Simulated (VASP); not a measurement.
Data:

```xyz
2
Lattice="0.0000 3.2229 3.2229 3.2229 0.0000 3.2229 3.2229 3.2229 0.0000" Properties=species:S:1:pos:R:3 pbc="T T T"
Hg     0.0000     0.0000     0.0000
Te     1.6115     1.6115     1.6115
```

Method: revTPSS meta-GGA, VASP's PBE PAW potentials (set 64) (plane waves; VASP 6.6.1). Settings: 520 eV cut-off, 10×10×10 Γ-centred mesh, first-order Methfessel-Paxton smearing of 0.10 eV, potentials Hg Te.

Unless said otherwise, spin-orbit coupling is left out, though it shifts the bands of the heavy elements here.

**Question.** Estimate the energy per atom (σ→0), pressure, band gap (on the k-mesh) with the smallest direct gap where there is one.

**Answer.** 
```
Item                                                        Result
------------------------  ----------------------------------------
band gap (on the k-mesh)  none (metal, semimetal or under 0.01 eV)
energy per atom (σ→0)                       2814.1 kJ/mol of atoms
pressure                                                  2.68 GPa
```

Total energies compare only between runs with the same potentials, cut-off and functional.

The compound is HgTe in the zinc blende structure. This cell is one point of a volume scan, at 0.94 of the reference volume.
